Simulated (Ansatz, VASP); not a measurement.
# Cross-check of SiO2 between VASP and Ansatz, part 3 of 3

Aim: how closely do two programs agree when they are given the same cell, functional and k mesh? The cell is taken from a series of runs on this material, whose earlier steps may have relaxed, scaled, displaced or heated it; both programs get it as it stands.

VASP 6.6.1 and Ansatz 0.2.0.

So far: Set-up; Ansatz: zone-centre phonons, PBE; VASP: zone-centre phonons, PBE.

### 3. VASP: zone-centre phonons, PBE (continued)

Level of this step: PBE; plane waves and PAW (O, Si) (VASP).

Numbers of over 12 decimals in the logs are rounded to 6 here.

From OUTCAR (step 3):

```text
ion  position               nearest neighbor table
   1  0.692  0.692  0.000-   5 1.78   5 1.78   6 1.86
   2  0.192  0.808  0.500-   6 1.78   6 1.78   5 1.86
   3  0.308  0.308  0.000-   5 1.78   5 1.78   6 1.86
   4  0.808  0.192  0.500-   6 1.78   6 1.78   5 1.86
   5  0.500  0.500  0.500-   1 1.78   3 1.78   1 1.78   3 1.78   2 1.86   4 1.86
   6  0.000  0.000  0.000-   2 1.78   4 1.78   2 1.78   4 1.78   3 1.86   1 1.86

  LATTYP: Found a simple tetragonal cell.
 ALAT       =     4.2719458270
 C/A-ratio  =     0.6314467195

 Subroutine GETGRP returns: Found 16 space group operations
 (whereof  8 operations were pure point group operations)

The static configuration has the point symmetry D_2h.
 The point group associated with its full space group is D_4h.

 Found     75 irreducible k-points:

   k-points           NKPTS =     75   k-points in BZ     NKDIM =     75   number of bands    NBANDS=     22

   dimension x,y,z NGX =    36 NGY =   36 NGZ =   24
   dimension x,y,z NGXF=    72 NGYF=   72 NGZF=   48

   ENCUT  =  600.0 eV  44.10 Ry    6.64 a.u.   8.53  8.53  5.39*2*pi/ulx,y,z

   NELECT =      32.0000    total number of electrons

 k-points in reciprocal lattice and weights: Automatic mesh
   0.00000000  0.00000000  0.00000000       0.002
   0.12500000  0.00000000  0.00000000       0.008
   0.25000000  0.00000000  0.00000000       0.008
   0.37500000  0.00000000  0.00000000       0.008
   0.50000000  0.00000000  0.00000000       0.004
   0.12500000  0.12500000  0.00000000       0.008
   0.25000000  0.12500000  0.00000000       0.016
   0.37500000  0.12500000  0.00000000       0.016
   0.50000000  0.12500000  0.00000000       0.008
[...]
0.50000000  0.37500000  0.50000000       0.008
   0.50000000  0.50000000  0.50000000       0.002

[...]
2     0.43551     3.83432     0.00000
    3     0.00000     0.00000     4.07499

 Eigenvectors and eigenvalues of the dynamical matrix
 ----------------------------------------------------

   1 f  =   26.472818 THz   166.333618 2PiTHz  883.038144 cm-1   109.482727 meV
             X         Y         Z           dx          dy          dz
      2.956099  2.956099  0.000000    -0.353553   -0.353553   -0.000000
      0.820126  3.451820  1.348753     0.353553   -0.353553   -0.000000
      1.315847  1.315847  0.000000     0.353553    0.353553    0.000000
      3.451820  0.820126  1.348753    -0.353553    0.353553    0.000000
      2.135973  2.135973  1.348753     0.000000    0.000000   -0.000000
      0.000000  0.000000  0.000000    -0.000000    0.000000   -0.000000

   2 f  =   23.624730 THz   148.438558 2PiTHz  788.036175 cm-1    97.703989 meV
             X         Y         Z           dx          dy          dz
      2.956099  2.956099  0.000000     0.296259    0.330969   -0.000000
      0.820126  3.451820  1.348753    -0.077721   -0.166766    0.000000
      1.315847  1.315847  0.000000     0.296259    0.330969   -0.000000
      3.451820  0.820126  1.348753    -0.077721   -0.166766   -0.000000
      2.135973  2.135973  1.348753    -0.450709   -0.504240   -0.000000
      0.000000  0.000000  0.000000     0.120750    0.256320   -0.000000

   3 f  =   23.624730 THz   148.438558 2PiTHz  788.036175 cm-1    97.703989 meV
             X         Y         Z           dx          dy          dz
      2.956099  2.956099  0.000000    -0.166766    0.077721    0.000000
      0.820126  3.451820  1.348753     0.330969   -0.296259   -0.000000
      1.315847  1.315847  0.000000    -0.166766    0.077721    0.000000
      3.451820  0.820126  1.348753     0.330969   -0.296259    0.000000
      2.135973  2.135973  1.348753     0.256320   -0.120750    0.000000
      0.000000  0.000000  0.000000    -0.504240    0.450709   -0.000000

   4 f  =   21.319479 THz   133.954236 2PiTHz  711.141267 cm-1    88.170240 meV
             X         Y         Z           dx          dy          dz
      2.956099  2.956099  0.000000     0.000000    0.000000    0.452434
      0.820126  3.451820  1.348753    -0.000000    0.000000   -0.452434
      1.315847  1.315847  0.000000     0.000000    0.000000    0.452434
      3.451820  0.820126  1.348753    -0.000000    0.000000   -0.452434
      2.135973  2.135973  1.348753    -0.000000   -0.000000   -0.301010
      0.000000  0.000000  0.000000    -0.000000   -0.000000    0.301010

   5 f  =   21.122282 THz   132.715209 2PiTHz  704.563473 cm-1    87.354698 meV
             X         Y         Z           dx          dy          dz
      2.956099  2.956099  0.000000    -0.353553   -0.353553    0.000000
      0.820126  3.451820  1.348753    -0.353553    0.353553   -0.000000
      1.315847  1.315847  0.000000     0.353553    0.353553   -0.000000
      3.451820  0.820126  1.348753     0.353553   -0.353553    0.000000
      2.135973  2.135973  1.348753     0.000000   -0.000000   -0.000000
      0.000000  0.000000  0.000000    -0.000000    0.000000    0.000000

   6 f  =   18.673160 THz   117.326924 2PiTHz  622.869571 cm-1    77.225950 meV
             X         Y         Z           dx          dy          dz
      2.956099  2.956099  0.000000     0.000000   -0.000000    0.341771
      0.820126  3.451820  1.348753    -0.000000    0.000000    0.341771
      1.315847  1.315847  0.000000     0.000000   -0.000000    0.341771
      3.451820  0.820126  1.348753    -0.000000    0.000000    0.341771
      2.135973  2.135973  1.348753    -0.000000    0.000000   -0.516125
      0.000000  0.000000  0.000000    -0.000000    0.000000   -0.516125

   7 f  =   16.883202 THz   106.080284 2PiTHz  563.162986 cm-1    69.823280 meV
             X         Y         Z           dx          dy          dz
      2.956099  2.956099  0.000000    -0.353553    0.353553   -0.000000
      0.820126  3.451820  1.348753     0.353553    0.353553   -0.000000
      1.315847  1.315847  0.000000     0.353553   -0.353553    0.000000
      3.451820  0.820126  1.348753    -0.353553   -0.353553    0.000000
      2.135973  2.135973  1.348753    -0.000000    0.000000   -0.000000
      0.000000  0.000000  0.000000    -0.000000   -0.000000   -0.000000

   8 f  =   16.478387 THz   103.536760 2PiTHz  549.659831 cm-1    68.149103 meV
             X         Y         Z           dx          dy          dz
      2.956099  2.956099  0.000000    -0.000000   -0.000000   -0.450944
      0.820126  3.451820  1.348753     0.000000    0.000000    0.544656
      1.315847  1.315847  0.000000    -0.000000   -0.000000    0.450944
      3.451820  0.820126  1.348753     0.000000    0.000000   -0.544656
      2.135973  2.135973  1.348753    -0.000000   -0.000000    0.000000
      0.000000  0.000000  0.000000     0.000000    0.000000   -0.000000

   9 f  =   16.478387 THz   103.536760 2PiTHz  549.659831 cm-1    68.149103 meV
             X         Y         Z           dx          dy          dz
      2.956099  2.956099  0.000000    -0.000000    0.000000    0.544656
      0.820126  3.451820  1.348753     0.000000    0.000000    0.450944
      1.315847  1.315847  0.000000     0.000000   -0.000000   -0.544656
      3.451820  0.820126  1.348753    -0.000000   -0.000000   -0.450944
      2.135973  2.135973  1.348753     0.000000    0.000000   -0.000000
      0.000000  0.000000  0.000000    -0.000000    0.000000   -0.000000

  10 f  =   15.333385 THz    96.342501 2PiTHz  511.466677 cm-1    63.413757 meV
             X         Y         Z           dx          dy          dz
      2.956099  2.956099  0.000000    -0.152337   -0.281981    0.000000
      0.820126  3.451820  1.348753     0.278263    0.365701   -0.000000
      1.315847  1.315847  0.000000    -0.152337   -0.281981   -0.000000
      3.451820  0.820126  1.348753     0.278263    0.365701    0.000000
      2.135973  2.135973  1.348753    -0.325329   -0.409621   -0.000000
      0.000000  0.000000  0.000000     0.135366    0.283327    0.000000

  11 f  =   15.333385 THz    96.342501 2PiTHz  511.466677 cm-1    63.413757 meV
             X         Y         Z           dx          dy          dz
      2.956099  2.956099  0.000000     0.365701   -0.278263   -0.000000
      0.820126  3.451820  1.348753    -0.281981    0.152337   -0.000000
      1.315847  1.315847  0.000000     0.365701   -0.278263    0.000000
      3.451820  0.820126  1.348753    -0.281981    0.152337    0.000000
      2.135973  2.135973  1.348753     0.283327   -0.135366    0.000000
      0.000000  0.000000  0.000000    -0.409621    0.325329   -0.000000

  12 f  =   12.041148 THz    75.656763 2PiTHz  401.649455 cm-1    49.798163 meV
             X         Y         Z           dx          dy          dz
      2.956099  2.956099  0.000000     0.155895    0.210646    0.000000
      0.820126  3.451820  1.348753     0.223532    0.264642   -0.000000
      1.315847  1.315847  0.000000     0.155895    0.210646    0.000000
      3.451820  0.820126  1.348753     0.223532    0.264642    0.000000
      2.135973  2.135973  1.348753    -0.038438   -0.160791    0.000000
      0.000000  0.000000  0.000000    -0.534293   -0.556638   -0.000000

  13 f  =   12.041148 THz    75.656763 2PiTHz  401.649455 cm-1    49.798163 meV
             X         Y         Z           dx          dy          dz
      2.956099  2.956099  0.000000     0.264642   -0.223532    0.000000
      0.820126  3.451820  1.348753     0.210646   -0.155895   -0.000000
      1.315847  1.315847  0.000000     0.264642   -0.223532   -0.000000
      3.451820  0.820126  1.348753     0.210646   -0.155895    0.000000
      2.135973  2.135973  1.348753    -0.556638    0.534293    0.000000
      0.000000  0.000000  0.000000    -0.160791    0.038438   -0.000000
    [... 43 further lines ...]
      2.135973  2.135973  1.348753    -0.000000    0.000000   -0.483337
      0.000000  0.000000  0.000000    -0.000000    0.000000   -0.483337

 MACROSCOPIC STATIC DIELECTRIC TENSOR IONIC CONTRIBUTION
 ------------------------------------------------------
          10.767783    -0.000000    -0.000000
          -0.000000    10.767783    -0.000000
          -0.000000    -0.000000     5.720034
 ------------------------------------------------------

 ELASTIC MODULI CONTR FROM IONIC RELAXATION (kBar)
 Direction    XX          YY          ZZ          XY          YZ          ZX
 --------------------------------------------------------------------------------
 XX       -1001.7101   -133.3662     20.9622      0.0000      0.0000      0.0000
 YY        -133.3662  -1001.7101     20.9622      0.0000     -0.0000     -0.0000
 ZZ          20.9622     20.9622     -0.7742     -0.0000      0.0000     -0.0000
 XY           0.0000      0.0000     -0.0000    -62.0015      0.0000     -0.0000
 YZ           0.0000     -0.0000      0.0000      0.0000    -23.1773      0.0000
 ZX           0.0000     -0.0000     -0.0000     -0.0000      0.0000    -37.8453
 --------------------------------------------------------------------------------

 PIEZOELECTRIC TENSOR IONIC CONTR  for field in x, y, z        (C/m^2)
          XX          YY          ZZ          XY          YZ          ZX
  --------------------------------------------------------------------------------
  x    -0.00000     0.00000     0.00000    -0.00000     0.00000     0.00000
  y     0.00000     0.00000    -0.00000    -0.00000    -0.00000     0.00000
  z    -0.00000     0.00000    -0.00000    -0.00000     0.00000     0.00000
```

### 4. Comparison

Known differences besides the potentials themselves: fixed occupations in Ansatz, narrow Gaussian smearing in VASP; VASP's response is taken on the typed mesh, Ansatz refines its own for the field response alone; the cutoff is 420 eV in Ansatz and 600 eV in VASP; VASP's log repeats an internal error in its field response. Total energies have different zeros and are not compared.

Compared:

```tsv
quantity	Ansatz	VASP	difference
ε∞ xx	3.46	3.44	+0.48 %
ε∞ yy	3.46	3.44	+0.48 %
ε∞ zz	3.62	3.60	+0.54 %
Born charge of O1 (mean of the diagonal) (e)	-1.97	-1.96	-0.01
Born charge of Si5 (mean of the diagonal) (e)	3.94	3.91	+0.03
optical mode 1 (cm⁻¹)	226.2	227.8	-0.70 %
optical mode 2 (cm⁻¹)	363.9	366.2	-0.63 %
optical mode 3 to 4 (cm⁻¹)	397.8	401.6	-0.96 %
optical mode 5 to 6 (cm⁻¹)	510.1	511.5	-0.27 %
optical mode 7 to 8 (cm⁻¹)	546.4	549.7	-0.59 %
optical mode 9 (cm⁻¹)	560.1	563.2	-0.54 %
optical mode 10 (cm⁻¹)	618.1	622.9	-0.76 %
optical mode 11 (cm⁻¹)	703.5	704.6	-0.16 %
optical mode 12 (cm⁻¹)	706.7	711.1	-0.62 %
optical mode 13 to 14 (cm⁻¹)	787.2	788.0	-0.10 %
optical mode 15 (cm⁻¹)	882.4	883.0	-0.07 %
```

Modes are paired by rising frequency, not by their patterns, so a pair may set unlike modes beside each other; they are those without the splitting of longitudinal modes.

### 5. Outcome

```
r.m.s. difference of the optical zone-centre modes, each program's sorted by frequency (zone-centre phonons, PBE) : 2.8 cm⁻¹
difference in optical mode 3 to 4 (zone-centre phonons, PBE)                                                      : -1.0 %
```

**Reading.** The r.m.s. difference of the optical zone-centre modes, each program's sorted by frequency is 2.8 cm⁻¹ (zone-centre phonons, PBE). Among the rows given in per cent, the largest difference of the zone-centre phonons, PBE pair is in optical mode 3 to 4, -1.0 %. Such differences can come from data sets, numerical settings and the points named under the comparisons, not from the functional's error against experiment.

[Lines on the potential files, build, host, timing and source positions are cut from VASP's logs without a mark.]

[Logs are printed without paths, hosts, clocks, repeated set-up lines and the standing remarks that a program may print on its own settings, such as how far it seeks lower states.]

[Hosts, paths, dates, database ids (printed as entryN), source tags and the programs' standing remarks are cut or masked in the printed files.]
